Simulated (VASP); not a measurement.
Output of a VASP run:

### OSZICAR
```
       N       E                     dE             d eps       ncg     rms          rms(c)
DAV:   1    -0.442514332624E+03   -0.44251E+03   -0.77878E+00   640   0.792E+00    0.165E+00
DAV:   2    -0.442580814672E+03   -0.66482E-01   -0.16268E-01   704   0.957E-01    0.109E+00
DAV:   3    -0.442595511192E+03   -0.14697E-01   -0.15749E-02   704   0.366E-01    0.112E+00
DAV:   4    -0.442689921063E+03   -0.94410E-01   -0.41055E-02   752   0.751E-01    0.800E-01
DAV:   5    -0.442694443916E+03   -0.45229E-02   -0.19755E-02   744   0.485E-01    0.498E-01
DAV:   6    -0.442692283280E+03    0.21606E-02   -0.44058E-03   696   0.228E-01    0.297E-01
DAV:   7    -0.442691306761E+03    0.97652E-03   -0.10777E-03   688   0.102E-01    0.171E-01
DAV:   8    -0.442691034564E+03    0.27220E-03   -0.69377E-04   688   0.647E-02    0.956E-02
DAV:   9    -0.442691027529E+03    0.70355E-05   -0.54198E-04   712   0.415E-02    0.607E-02
DAV:  10    -0.442691084871E+03   -0.57343E-04   -0.48875E-04   680   0.364E-02    0.485E-02
DAV:  11    -0.442691146540E+03   -0.61668E-04   -0.47099E-04   696   0.415E-02    0.443E-02
DAV:  12    -0.442691203339E+03   -0.56800E-04   -0.44071E-04   696   0.410E-02    0.423E-02
DAV:  13    -0.442691255670E+03   -0.52331E-04   -0.40134E-04   656   0.361E-02    0.415E-02
DAV:  14    -0.442691303837E+03   -0.48167E-04   -0.37490E-04   640   0.335E-02    0.406E-02
DAV:  15    -0.442691348721E+03   -0.44884E-04   -0.34974E-04   656   0.319E-02    0.395E-02
DAV:  16    -0.442691390657E+03   -0.41936E-04   -0.32466E-04   616   0.304E-02    0.382E-02
DAV:  17    -0.442691429575E+03   -0.38918E-04   -0.29864E-04   608   0.286E-02    0.369E-02
DAV:  18    -0.442691465567E+03   -0.35992E-04   -0.27668E-04   600   0.275E-02    0.356E-02
DAV:  19    -0.442691498859E+03   -0.33291E-04   -0.25504E-04   576   0.263E-02    0.343E-02
DAV:  20    -0.442691529719E+03   -0.30861E-04   -0.23744E-04   576   0.256E-02    0.330E-02
DAV:  21    -0.442691558444E+03   -0.28725E-04   -0.21946E-04   552   0.243E-02    0.317E-02
DAV:  22    -0.442691585158E+03   -0.26714E-04   -0.20434E-04   576   0.235E-02    0.306E-02
DAV:  23    -0.442691610010E+03   -0.24852E-04   -0.18921E-04   528   0.226E-02    0.294E-02
DAV:  24    -0.442691633175E+03   -0.23165E-04   -0.17729E-04   544   0.221E-02    0.284E-02
DAV:  25    -0.442691654840E+03   -0.21665E-04   -0.16412E-04   512   0.210E-02    0.272E-02
DAV:  26    -0.442691675025E+03   -0.20186E-04   -0.15281E-04   504   0.203E-02    0.263E-02
DAV:  27    -0.442691693830E+03   -0.18805E-04   -0.14258E-04   504   0.197E-02    0.253E-02
DAV:  28    -0.442691711399E+03   -0.17569E-04   -0.13319E-04   480   0.192E-02    0.244E-02
DAV:  29    -0.442691727833E+03   -0.16433E-04   -0.12401E-04   488   0.184E-02    0.235E-02
DAV:  30    -0.442691743181E+03   -0.15348E-04   -0.11591E-04   464   0.179E-02    0.227E-02
DAV:  31    -0.442691757542E+03   -0.14361E-04   -0.10827E-04   480   0.172E-02    0.218E-02
DAV:  32    -0.442691770958E+03   -0.13415E-04   -0.10117E-04   448   0.168E-02    0.211E-02
DAV:  33    -0.442691783538E+03   -0.12581E-04   -0.94968E-05   456   0.163E-02    0.203E-02
DAV:  34    -0.442691795315E+03   -0.11777E-04   -0.88480E-05   440   0.157E-02    0.196E-02
DAV:  35    -0.442691806357E+03   -0.11042E-04   -0.83193E-05   456   0.153E-02    0.190E-02
DAV:  36    -0.442691816700E+03   -0.10344E-04   -0.77656E-05   432   0.147E-02    0.183E-02
DAV:  37    -0.442691826396E+03   -0.96952E-05   -0.73054E-05   448   0.144E-02
   1 F= -.44269183E+03 E0= -.44269183E+03  d E =-.691708E-12  mag=     1.0000
```

### OUTCAR
```
------------------------ aborting loop because EDIFF is reached ----------------------------------------
  volume of cell :      611.30
      direct lattice vectors                 reciprocal lattice vectors
     8.486959016  0.000000000  0.000000000     0.117827834  0.000000000  0.000000000
     0.000000000  8.486959016  0.000000000     0.000000000  0.117827834  0.000000000
     0.000000000  0.000000000  8.486959016     0.000000000  0.000000000  0.117827834
  FREE ENERGIE OF THE ION-ELECTRON SYSTEM (eV)
  ---------------------------------------------------
  free  energy   TOTEN  =      -442.6918263957 eV

  energy  without entropy=     -442.6918263957  energy(sigma->0) =     -442.69182640

  exchange ACFDT corr.  =         0.00000000  see jH, gK, PRB 81, 115126

 total charge

# of ion       s       p       d       tot
------------------------------------------
    1        0.142   0.175   0.076   0.393
    2        0.140   0.171   0.073   0.384
    3        0.140   0.171   0.073   0.384
    4        0.142   0.174   0.075   0.392
    5        0.140   0.171   0.073   0.384
    6        0.154   0.189   0.085   0.428
    7        0.140   0.171   0.073   0.384
    8        0.140   0.171   0.073   0.384
    9        0.140   0.171   0.073   0.384
   10        0.140   0.171   0.073   0.384
   11        0.153   0.190   0.085   0.428
   12        0.140   0.171   0.073   0.384
   13        0.140   0.171   0.073   0.384
   14        0.142   0.175   0.076   0.393
   15        0.140   0.171   0.073   0.384
   16        0.140   0.171   0.073   0.384
   17        0.140   0.170   0.073   0.384
   18        0.140   0.170   0.073   0.384
   19        0.142   0.175   0.076   0.393
   20        0.140   0.170   0.073   0.384
   21        0.140   0.170   0.073   0.384
   22        0.140   0.171   0.073   0.384
   23        0.140   0.170   0.073   0.384
   24        0.140   0.170   0.073   0.384
   25        0.140   0.171   0.073   0.384
   26        0.153   0.189   0.085   0.428
   27        0.140   0.171   0.073   0.384
   28        0.140   0.171   0.073   0.384
   29        0.140   0.171   0.073   0.384
   30        0.140   0.171   0.073   0.384
   31        0.140   0.171   0.073   0.384
   32        1.571   3.589   0.000   5.160
   33        1.572   3.577   0.000   5.149
   34        1.572   3.578   0.000   5.150
   35        1.571   3.587   0.000   5.159
   36        1.575   3.577   0.000   5.152
   37        1.571   3.587   0.000   5.159
   38        1.571   3.586   0.000   5.157
   39        1.574   3.581   0.000   5.155
   40        1.575   3.579   0.000   5.154
   41        1.572   3.578   0.000   5.150
   42        1.571   3.587   0.000   5.159
   43        1.572   3.577   0.000   5.150
   44        1.571   3.586   0.000   5.157
   45        1.571   3.587   0.000   5.159
   46        1.572   3.578   0.000   5.150
   47        1.575   3.578   0.000   5.153
   48        1.574   3.580   0.000   5.155
   49        1.572   3.578   0.000   5.150
   50        1.571   3.588   0.000   5.159
   51        1.575   3.578   0.000   5.153
   52        1.571   3.587   0.000   5.159
...
```
(Selected blocks of OUTCAR.)

File POSCAR:
```
Mg31O32
1
    8.4869590160     0.0000000000     0.0000000000
    0.0000000000     8.4869590160     0.0000000000
    0.0000000000     0.0000000000     8.4869590160
Mg O
31 32
Direct
  0.4999117505   0.9997645782   0.9999212117
  0.7484798194   0.2511602675   0.0004486417
  0.7486287464   0.9998176889   0.2515163500
  0.9999032440   0.9998974010   0.0000730854
  0.2511280240   0.2509628123   0.0004102603
  0.4997570745   0.4997542278   0.0004109724
  0.7485419987   0.7485094488   0.0001467596
  0.2510557298   0.9994790381   0.2513876593
  0.4997117933   0.2556950087   0.2566465700
  0.7431401191   0.4995746224   0.2571364930
  0.4998950832   0.9993798760   0.5001487351
  0.7436242851   0.2557307252   0.5005955696
  0.7485151997   0.9996906668   0.7489406554
  0.9996715677   0.4998920455   0.0004298070
  0.2511518687   0.7484985009   0.9999883493
  0.9997611260   0.2511008950   0.2516729449
  0.2559700490   0.4996187986   0.2565489811
  0.4998373806   0.7435747269   0.2560167665
  0.0000347871   0.9995996726   0.5001641724
  0.2561398174   0.2557258466   0.5003009764
  0.7436852532   0.7434131996   0.5001967726
  0.2512657734   0.9995794838   0.7487334059
  0.4997349079   0.2561343733   0.7439030372
  0.7435583104   0.4997416028   0.7443000204
  0.9996711852   0.7484255646   0.2513989037
  0.9998404258   0.4996699558   0.5003874211
  0.2562955404   0.7429836040   0.4999846423
  0.9998856882   0.2509937851   0.7490394217
  0.2558135654   0.4995433925   0.7443180430
  0.4997522805   0.7430807026   0.7436098369
  0.9999059727   0.7484987284   0.7487316115
  0.7496015541   0.2498938069   0.2507360278
  0.9997148600   0.4997751568   0.2480131586
  0.9999578484   0.2472458412   0.5004161517
  0.2499414968   0.2497354159   0.2504742310
  0.4996073253   0.4996339395   0.2357176992
  0.7496292384   0.7495060500   0.2503748439
  0.9998121010   0.9997311111   0.2491937214
  0.4999041948   0.2345605447   0.5003546003
  0.7646001913   0.4995527133   0.5006251432
  0.9999625714   0.7519315493   0.5001043602
  0.7496138139   0.2498844328   0.7502580894
  0.9998268681   0.4997112478   0.7527945645
  0.9997733947   0.2489679861   0.0003165240
  0.2499510692   0.7494587440   0.2501968368
  0.4998660324   0.9996698147   0.2476009941
  0.2351081413   0.4994018504   0.5003382067
  0.4999257749   0.7641946045   0.4998176843
  0.7524424981   0.9994916634   0.5002718975
  0.2500531866   0.2497607321   0.7501899882
  0.4996600236   0.4995965245   0.7651937096
  0.7496112802   0.7495058806   0.7499523201
  0.9999529187   0.9997660419   0.7510521272
  0.4998213131   0.2473882919   0.0003637184
  0.7520759894   0.4997802211   0.0004573437
  0.9998224690   0.7507958479   0.0000623742
  0.2475459233   0.9994681699   0.5000751011
  0.2500749212   0.7493789695   0.7498178626
  0.4998411670   0.9994451202   0.7524719750
  0.2473170323   0.4997634086   0.0003866620
  0.4998569277   0.7520600585   0.0001017109
  0.7508226734   0.9998905811   0.0001782593
  0.2489748326   0.9996734391   0.0000510359
```

Write an INCAR and KPOINTS that could have produced this output.

This is not unique; one that fits is the input of the run itself, HSE06 screened hybrid, plane waves, VASP's PBE PAW potentials (set 64).

**KPOINTS**
```
Automatic mesh
0
Gamma
1 1 1
0 0 0
```

### INCAR
```
! general
SYSTEM    =  Mg31O32
PREC      =  Normal
ENCUT     =  400
LREAL     =  Auto
LASPH     =  T
ISYM      =  0
NELECT    =  255.0

! electronic loop
EDIFF     =  1E-5
NELM      =  50
NELMIN    =  4
ALGO      =  Normal

! smearing
ISMEAR    =  0
SIGMA     =  0.05

! functional
GGA       =  PE
LHFCALC   =  T
AEXX      =  0.25
HFSCREEN  =  0.2
PRECFOCK  =  Fast

! spin
ISPIN     =  2
MAGMOM    =  63*0.0159
NUPDOWN   =  1

! ions
ISIF      =  0

! output
LWAVE     =  F
LCHARG    =  F
LORBIT    =  10
```

POTCAR, in this order: Mg O (PBE.64 set). Program: vasp_gam. Read from the step before: WAVECAR.

The cell is charged, with a uniform compensating background. The supercell is sampled at Γ alone, which is coarse: total energies, pressure and levels can be off, energies of defects by several tenths of an eV.

The cell is a supercell with a defect, built from MgO (rock salt): vac_Mg, charge -1. The cell's shape comes from a PBE relaxation.
